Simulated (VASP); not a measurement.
```
CELL_PARAMETERS angstrom
     -2.04686     2.04686     2.04686
      2.04686    -2.04686     2.04686
      2.04686     2.04686    -2.04686
ATOMIC_POSITIONS crystal
  Na 0.00000 0.00000 0.00000
```

Calculation: vdW-DF2, VASP's PBE PAW potentials (set 64) (plane waves; VASP 6.6.1). Run with 520 eV cut-off, 12×12×12 Γ-centred mesh, first-order Methfessel-Paxton smearing of 0.10 eV, potentials Na_pv.

**Question.** What does the run give for the energy per atom (σ→0), band gap (on the k-mesh) with the smallest direct gap where there is one?

**Answer.** 
* **band gap (on the k-mesh)**: none (metal, semimetal or under 0.01 eV)
* **energy per atom (σ→0)**: 0.778 eV/atom

The absolute energy has meaning only against runs of the same code, potentials and settings.

The compound is Na in the bcc structure. This cell is one point of a volume scan, at 0.97 of the reference volume.
